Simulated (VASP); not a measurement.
# FGaSiClH3 in VASP: a series of runs

Aim: see how the results for FGaSiClH3 move with the level of theory and the settings. Levels: PBE, PBE+TS. Tasks: single point, relaxation of the atoms, atomic charges, electron localisation function.

Program: VASP 6.6.1. These are calculated values, not measurements. Logs are shortened: lines on timing, memory, paths and dates and some standing lists are left out, and cuts for length are marked.

### 1 The structure

The cell holds a molecule in a box, 7 atoms: a = 14.000 Å, b = 14.000 Å, c = 12.000 Å, α = 90.00°, β = 90.00°, γ = 90.00°.

### 2 Single point, PBE (atoms moved at random, drawn with an rms of 0.05 Å)

INCAR

```
SYSTEM = GaSiH3ClF
PREC     = Accurate       ! precision mode
ENCUT    = 520            ! plane-wave cutoff, eV
EDIFF    = 1E-6           ! SCF threshold, eV
ISMEAR   = 0              ! smearing method
SIGMA    = 0.01           ! smearing width, eV
LREAL    = .False.        ! projectors in reciprocal space
LASPH    = .True.         ! aspherical terms in the spheres
NELM     = 80             ! most SCF steps
ALGO     = Normal         ! electronic algorithm
ISIF     = 2              ! what is computed and relaxed
LWAVE    = .False.        ! write WAVECAR
LCHARG   = .True.         ! write CHGCAR
GGA      = PE             ! functional
LELF     = .True.         ! ELF
LVHAR    = .True.       
LVACPOTAV= .True.
```

KPOINTS

```
Automatic mesh
0
Gamma
  1 1 1
  0 0 0
```

POSCAR

```
GaSiH3ClF
1.0
   14.0000000000      0.0000000000      0.0000000000
    0.0000000000     14.0000000000      0.0000000000
    0.0000000000      0.0000000000     12.0000000000
F Ga Si Cl H
1 1 1 1 3
Direct
    0.5275890000      0.3373740000      0.5451400000
    0.4775260000      0.4402910000      0.4809040000
    0.5636690000      0.5919980000      0.4822500000
    0.3464750000      0.4171820000      0.3992070000
    0.5075100000      0.6631570000      0.4200970000
    0.5804250000      0.6195640000      0.5971830000
    0.6617640000      0.5775810000      0.4313370000
```

Potentials or basis: VASP PAW PBE potentials, release 64 (F, Ga_d, Si, Cl, H).

Started as:

```
$ cat potpaw_PBE.64/F/POTCAR potpaw_PBE.64/Ga_d/POTCAR potpaw_PBE.64/Si/POTCAR potpaw_PBE.64/Cl/POTCAR potpaw_PBE.64/H/POTCAR > POTCAR
$ mpirun -np 1 vasp_gam > vasp.out
```

OUTCAR:

```text
SYSTEM = GaSiH3ClF
   PREC = Accurate
   ENCUT = 520
   EDIFF = 1E-6
   ISMEAR = 0
   LREAL = .False.
   LASPH = .True.
   NELM = 80
   ISIF = 2
   GGA = PE

 ion  position               nearest neighbor table
   1  0.528  0.337  0.545-   2 1.78
   2  0.478  0.440  0.481-   1 1.78   4 2.11   3 2.44
   3  0.564  0.592  0.482-   6 1.45   5 1.47   7 1.52   2 2.44
   4  0.346  0.417  0.399-   2 2.11
   5  0.508  0.663  0.420-   3 1.47
   6  0.580  0.620  0.597-   3 1.45
   7  0.662  0.578  0.431-   3 1.52

  LATTYP: Found a simple tetragonal cell.
 ALAT       =    14.0000000000
 C/A-ratio  =     0.8571428571

  Lattice vectors:

 A1 = (  14.0000000000,   0.0000000000,   0.0000000000)
 A2 = (   0.0000000000,  14.0000000000,   0.0000000000)
 A3 = (   0.0000000000,   0.0000000000,  12.0000000000)

Analysis of symmetry for initial positions (statically):
=====================================================================
 Subroutine PRICEL returns:
 Original cell was already a primitive cell.

 Routine SETGRP: Setting up the symmetry group for a
 simple tetragonal supercell.

 Subroutine GETGRP returns: Found  1 space group operations
 (whereof  1 operations were pure point group operations)
 out of a pool of 16 trial point group operations.

The static configuration has the point symmetry C_1 .

Analysis of symmetry for dynamics (positions and initial velocities):
=====================================================================
 Subroutine PRICEL returns:
 Original cell was already a primitive cell.

 Routine SETGRP: Setting up the symmetry group for a
 simple tetragonal supercell.

 Subroutine GETGRP returns: Found  1 space group operations
 (whereof  1 operations were pure point group operations)
 out of a pool of 16 trial point group operations.

The dynamic configuration has the point symmetry C_1 .

 Subroutine INISYM returns: Found  1 space group operations
 (whereof  1 operations are pure point group operations),
 and found     1 'primitive' translations

----------------------------------------------------------------------------------------

                                     Primitive cell

  volume of cell :    2352.0000

  direct lattice vectors                    reciprocal lattice vectors
    14.000000000  0.000000000  0.000000000     0.071428571  0.000000000  0.000000000
     0.000000000 14.000000000  0.000000000     0.000000000  0.071428571  0.000000000
     0.000000000  0.000000000 12.000000000     0.000000000  0.000000000  0.083333333

  length of vectors
    14.000000000 14.000000000 12.000000000     0.071428571  0.071428571  0.083333333

  position of ions in fractional coordinates (direct lattice)
     0.527589000  0.337374000  0.545140000
     0.477526000  0.440291000  0.480904000
     0.563669000  0.591998000  0.482250000
     0.346475000  0.417182000  0.399207000
     0.507510000  0.663157000  0.420097000
     0.580425000  0.619564000  0.597183000
     0.661764000  0.577581000  0.431337000

  ion indices of the primitive-cell ions
   primitive index   ion index
                 1           1
                 2           2
                 3           3
                 4           4
                 5           5
                 6           6
                 7           7

----------------------------------------------------------------------------------------

 KPOINTS: Automatic mesh

Automatic generation of k-mesh.
 Grid dimensions read from file:
 generate k-points for:    1    1    1

 Generating k-lattice:

  Cartesian coordinates                     Fractional coordinates (reciprocal lattice)
     0.071428571  0.000000000  0.000000000     1.000000000  0.000000000  0.000000000
     0.000000000  0.071428571  0.000000000     0.000000000  1.000000000  0.000000000
     0.000000000  0.000000000  0.083333333     0.000000000  0.000000000  1.000000000

  Length of vectors
     0.071428571  0.071428571  0.083333333

  Shift w.r.t. Gamma in fractional coordinates (k-lattice)
     0.000000000  0.000000000  0.000000000

 Subroutine IBZKPT returns following result:
 ===========================================

 Found      1 irreducible k-points:

 Following reciprocal coordinates:
            Coordinates               Weight
  0.000000  0.000000  0.000000      1.000000
   k-points           NKPTS =      1   k-points in BZ     NKDIM =      1   number of bands    NBANDS=     21
   number of dos      NEDOS =    301   number of ions     NIONS =      7
   total plane-waves  NPLWV = ******
   dimension x,y,z NGX =   108 NGY =  108 NGZ =   90
   dimension x,y,z NGXF=   216 NGYF=  216 NGZF=  180
   ions per type =               1   1   1   1   3
   NGX,Y,Z   is equivalent  to a cutoff of  12.82, 12.82, 12.47 a.u.
   NGXF,Y,Z  is equivalent  to a cutoff of  25.65, 25.65, 24.94 a.u.
 SYSTEM =  GaSiH3ClF
   PREC   = accura    normal or accurate (medium, high low for compatibility)
   ISTART =      0    job   : 0-new  1-cont  2-samecut
   ICHARG =      2    charge: 1-file 2-atom 10-const
   ISPIN  =      1    spin polarized calculation?
   LNONCOLLINEAR =      F non collinear calculations
   LSORBIT =      F    spin-orbit coupling
   LASPH  =      T    aspherical Exc in radial PAW
   ENCUT  =  520.0 eV  38.22 Ry    6.18 a.u.  26.03 26.03 22.31*2*pi/ulx,y,z
   NELM   =     80;   NELMIN=  2; NELMDL= -5     # of ELM steps
   EDIFF  = 0.1E-05   stopping-criterion for ELM
   LREAL  =      F    real-space projection
   EDIFFG = 0.1E-04   stopping-criterion for IOM
   NSW    =      0    number of steps for IOM
   IBRION =     -1    ionic relax: 0-MD 1-quasi-New 2-CG
   NFREE  =      0    steps in history (QN), initial steepest desc. (CG)
   ISIF   =      2    stress and relaxation
   ISYM   =      2    0-nonsym 1-usesym 2-fastsym
   POTIM  = 0.5000    time-step for ionic-motion
   TEBEG  =    0.0;   TEEND  =   0.0 temperature during run
   PSTRESS=    0.0 pullay stress
   NELECT =      34.0000    total number of electrons
   NUPDOWN=      -1.0000    fix difference up-down
   EMIN   =  10.00;   EMAX   =-10.00  energy-range for DOS
   EFERMI =   0.00;   METHOD = LEGACY
   ISMEAR =     0;   SIGMA  =   0.01  broadening in eV -4-tet -1-fermi 0-gaus
   EFERMI_NEDOS =   21; number of points for ismear=-14 and -15
   IALGO  =     38    algorithm
   IMIX   =      4    mixing-type and parameters
     AMIX     =   0.40;   BMIX     =  1.00
     AMIX_MAG =   1.60;   BMIX_MAG =  1.00
  volume/ion in A,a.u.               =     336.00      2267.44
  Fermi-wavevector in a.u.,A,eV,Ry     =   0.398800  0.753623  2.163892  0.159042
  Thomas-Fermi vector in A             =   1.346578
   LORBIT       =      0    0 simple, 1 ext, 2 COOP (PROOUT), +10 PAW based schemes
   GGA     = PE    functional components
   LHFCALC =     F    Hartree Fock is set to
   AEXX    =    0.0000 exact exchange contribution
   IVDW    =     0    specifies the selected vdW correction
   LEPSILON=     F    determine dielectric tensor
   LRPA    =     F    only Hartree local field effects (RPA)
 non-spin polarized calculation
 Gauss-broadening in eV      SIGMA  =   0.01
  energy-cutoff  :      520.00
  volume of cell :     2352.00
 maximum number of plane-waves:     31679
 NGX is ok and might be reduce to   108
   NGX = 53   NGY = 53   NGZ = 45

 number of electron      33.9999989 magnetization

 Free energy of the ion-electron system (eV)
  ---------------------------------------------------
  ext. energy  EPLUGINS =         0.00000000
  ---------------------------------------------------
  free energy    TOTEN  =       -26.19301465 eV

  energy without entropy =      -26.19301465  energy(sigma->0) =      -26.19301465

 E-fermi :  -7.0762     XC(G=0):  -0.7589

 val. band max:       -7.1330527371   @ k =   0.0000   0.0000   0.0000
 cond. band min:      -2.3916784339   @ k =   0.0000   0.0000   0.0000
 fundamental gap:      4.7413743032
 Fermi energy:        -7.0762262742

 k-point     1 :       0.0000    0.0000    0.0000
  band No.  band energies     occupation
      1     -27.8461      2.00000
      2     -20.8396      2.00000
      3     -19.8837      2.00000
      4     -19.8445      2.00000
      5     -19.8408      2.00000
      6     -19.6681      2.00000
      7     -19.1638      2.00000
      8     -13.7725      2.00000
      9     -11.3773      2.00000
     10      -9.4497      2.00000
     11      -9.0107      2.00000
     12      -8.8855      2.00000
     13      -8.8035      2.00000
     14      -8.6899      2.00000
     15      -7.8562      2.00000
     16      -7.7581      2.00000
     17      -7.1331      2.00000
     18      -2.3917      0.00000
     19      -1.9090      0.00000
     20      -0.7104      0.00000
     21      -0.4302      0.00000

------------------------ aborting loop because EDIFF is reached ----------------------------------------

  FORCE on cell =-STRESS in cart. coord.  units (eV):
  Direction    XX          YY          ZZ          XY          YZ          ZX
  --------------------------------------------------------------------------------------
  -------------------------------------------------------------------------------------
  Total        0.2075430     -0.3970260      1.2459345     -0.1789569      0.3468908      0.8261214
  in kB        0.1413778     -0.2704532      0.8487279     -0.1219050      0.2363013      0.5627521
  external PRESSURE =       0.2398841 kB  Pullay stress =       0.0000000 kB

 VOLUME and BASIS-vectors are now :
 -----------------------------------------------------------------------------
  energy-cutoff  :      520.00
  volume of cell :     2352.00
      direct lattice vectors                 reciprocal lattice vectors
    14.000000000  0.000000000  0.000000000     0.071428571  0.000000000  0.000000000
     0.000000000 14.000000000  0.000000000     0.000000000  0.071428571  0.000000000
     0.000000000  0.000000000 12.000000000     0.000000000  0.000000000  0.083333333

 POSITION                                       TOTAL-FORCE (eV/Angst)
 -----------------------------------------------------------------------------------
      7.38625      4.72324      6.54168        -0.075980     -0.037819      0.005984
      6.68536      6.16407      5.77085         0.853335      0.573821      0.189070
      7.89137      8.28797      5.78700         0.417657     -0.821298     -0.547773
      4.85065      5.84055      4.79048        -0.585004     -0.197251     -0.253241
      7.10514      9.28420      5.04116        -0.142870      0.220725     -0.128316
      8.12595      8.67390      7.16620        -0.039123      0.257710      0.721327
      9.26470      8.08613      5.17604        -0.428015      0.004113      0.012949
 -----------------------------------------------------------------------------------
    total drift:                                0.000905      0.000839      0.000918

  FREE ENERGIE OF THE ION-ELECTRON SYSTEM (eV)
  ---------------------------------------------------
  free  energy   TOTEN  =       -26.1930146514 eV

  energy  without entropy=      -26.1930146514  energy(sigma->0) =      -26.19301465
```

It took 2.7 min on 1 thread of Intel Xeon 6975P-C (Granite Rapids), shared host; peak memory 1.6 GiB.

Results:

```
Free energy                     : -26.1930 eV
Largest force                   : 1.072 eV/Å
Gap between the frontier levels : 4.74 eV
```

Forces in eV/Å, atoms in the order of the input:
```
F   -0.076 -0.038  0.006
Ga   0.853  0.574  0.189
Si   0.418 -0.821 -0.548
Cl  -0.585 -0.197 -0.253
H   -0.143  0.221 -0.128
H   -0.039  0.258  0.721
H   -0.428  0.004  0.013
```

### 3 Relaxation of the atoms, PBE (atoms moved at random, drawn with an rms of 0.02 Å)

INCAR

```
SYSTEM = GaSiH3ClF
ALGO = Normal
EDIFF = 1E-6
EDIFFG = -0.01
ENCUT = 520
GGA = PE
IBRION = 2
ISIF = 2
ISMEAR = 0
LASPH = .TRUE.
LCHARG = .FALSE.
LREAL = .FALSE.
LWAVE = .FALSE.
NELM = 100
NSW = 40
PREC = Accurate
SIGMA = 0.01
```

KPOINTS

```
k-points
0
G
  1 1 1
  0 0 0
```

POSCAR

```
GaSiH3ClF
1.0
   14.0000000000      0.0000000000      0.0000000000
    0.0000000000     14.0000000000      0.0000000000
    0.0000000000      0.0000000000     12.0000000000
F Ga Si Cl H
1 1 1 1 3
Direct
    0.5257730000      0.3392750000      0.5410100000
    0.4805990000      0.4405220000      0.4784820000
    0.5649330000      0.5904790000      0.4830550000
    0.3430970000      0.4145100000      0.4050660000
    0.5088370000      0.6650160000      0.4231880000
    0.5783900000      0.6182970000      0.6000930000
    0.6578570000      0.5763410000      0.4281390000
```

Potentials or basis: VASP PAW PBE potentials, release 64 (F, Ga_d, Si, Cl, H).

Started as:

```
$ cat potpaw_PBE.64/F/POTCAR potpaw_PBE.64/Ga_d/POTCAR potpaw_PBE.64/Si/POTCAR potpaw_PBE.64/Cl/POTCAR potpaw_PBE.64/H/POTCAR > POTCAR
$ mpirun -np 1 vasp_gam > vasp.out
```

Wall time 15 min (1 thread of Intel Xeon 6975P-C (Granite Rapids), shared host); peak memory 1.7 GiB.

Results (log left out):

```yaml
Free_energy: -26.2585 eV
Energy_gained_by_relaxing: 6.4 meV/atom
Ionic_steps: 17
Largest_force_after_relaxing: 0.008 eV/Å
Gap_between_the_frontier_levels: 4.78 eV
```

Forces on the atoms (eV/Å):
```
F    0.006  0.001  0.004
Ga   0.002  0.004 -0.004
Si  -0.001  0.000  0.003
Cl  -0.007 -0.001 -0.004
H    0.001  0.001  0.000
H    0.002  0.001  0.000
H   -0.004 -0.005  0.002
```

Step by step:
```
step  energy change (eV)  largest force (eV/Å)  pressure (GPa)
   1              0.0000                1.4260            0.06
   2              0.0245                1.5608           -0.05
   3             -0.0418                0.1366            0.01
   4             -0.0434                0.0962            0.00
   5             -0.0435                0.1348           -0.01
   6             -0.0442                0.0496           -0.01
   7             -0.0443                0.0537           -0.01
   8             -0.0444                0.0358           -0.01
   9             -0.0444                0.0389           -0.01
  10             -0.0446                0.0269           -0.01
  11             -0.0446                0.0356           -0.01
  12             -0.0447                0.0182           -0.01
  13             -0.0447                0.0176           -0.01
  14             -0.0447                0.0130           -0.01
  15             -0.0447                0.0104           -0.01
  16             -0.0447                0.0119           -0.01
  17             -0.0447                0.0080           -0.01
```

Final structure:
```
CELL_PARAMETERS angstrom
14.00000 0.00000 0.00000
0.00000 14.00000 0.00000
0.00000 0.00000 12.00000
ATOMIC_POSITIONS crystal
F 0.52700 0.33826 0.54165
Ga 0.47943 0.44285 0.47847
Si 0.56476 0.59070 0.48263
Cl 0.34267 0.41428 0.40444
H 0.50811 0.66458 0.42267
H 0.57849 0.61794 0.60163
H 0.65903 0.57583 0.42754
```

Levels at points of the mesh, in eV from the valence-band top:
```csv
k point,band 15,band 16,band 17,band 18,band 19,band 20
"(0.00, 0.00, 0.00)",-0.48,-0.42,0.00,4.78,5.29,6.28
```

(Continued in part 2 of 3.)
